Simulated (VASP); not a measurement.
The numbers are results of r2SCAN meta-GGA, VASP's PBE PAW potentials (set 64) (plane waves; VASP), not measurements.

Input for VASP

File POSCAR:
```
Ba
1
    4.5138699890    -0.0000000042    -0.0000000000
   -2.2569355018     3.9091262021     0.0000000000
   -0.0000000000     0.0000000000     7.4963293091
Ba
2
Direct
  0.3333330000   0.6666670000   0.2500000000
  0.6666670000   0.3333330000   0.7500000000
```

**KPOINTS**
```
kpoints
0
Gamma
  9 9 5
```

INCAR:
```
! general
SYSTEM  = Ba
PREC    = Accurate
ENCUT   = 400   ! plane-wave cut-off (eV)
LREAL   = .FALSE.   ! projection in real space or not
LASPH   = .TRUE.   ! aspherical one-centre terms

! electronic loop
EDIFF   = 1E-6
NELM    = 100   ! most electronic steps
ALGO    = Normal
LMAXMIX = 4
LMIXTAU = .TRUE.

! smearing
ISMEAR  = 1   ! Methfessel-Paxton
SIGMA   = 0.1

! functional
METAGGA = R2SCAN

! ions
IBRION  = 2   ! conjugate gradients
NSW     = 60   ! most ionic steps
ISIF    = 3   ! ions, shape and volume
EDIFFG  = -0.01   ! ionic stop

! output
LWAVE   = .FALSE.
LCHARG  = .FALSE.
```

POTCAR, in this order: Ba_sv (PBE.64 set). Program: vasp_std.

Unless said otherwise, spin-orbit coupling is left out, though it shifts the bands of the heavy elements here.

Task: What does the run give for the energy per atom (σ→0), band gap (on the k-mesh)?

Result: 
```json
{
 "energy per atom (σ→0)": "-26.403 eV/atom",
 "band gap (on the k-mesh)": "none (metal, semimetal or under 0.01 eV)"
}
```

### OSZICAR
```
...
DAV:  25    -0.528058927898E+02   -0.82863E-04   -0.65324E-04  1038   0.197E-01    0.143E-02
DAV:  26    -0.528058874120E+02    0.53778E-05   -0.33157E-05  1104   0.422E-02    0.113E-02
DAV:  27    -0.528058804715E+02    0.69406E-05   -0.11314E-04  1050   0.837E-02    0.790E-03
DAV:  28    -0.528058786879E+02    0.17836E-05   -0.47479E-06   840   0.174E-02    0.439E-03
DAV:  29    -0.528058774734E+02    0.12144E-05   -0.31566E-05  1050   0.432E-02    0.202E-03
DAV:  30    -0.528058789050E+02   -0.14316E-05   -0.14064E-06   864   0.101E-02    0.171E-03
DAV:  31    -0.528058783872E+02    0.51784E-06   -0.47263E-07   588   0.646E-03
   1 F= -.52805878E+02 E0= -.52806780E+02  d E =-.528059E+02
```

The structure was generated: Ba was put into the hcp type (P6_3/mmc), which need not be its known phase. It was relaxed first. The start is the result of an earlier pass.
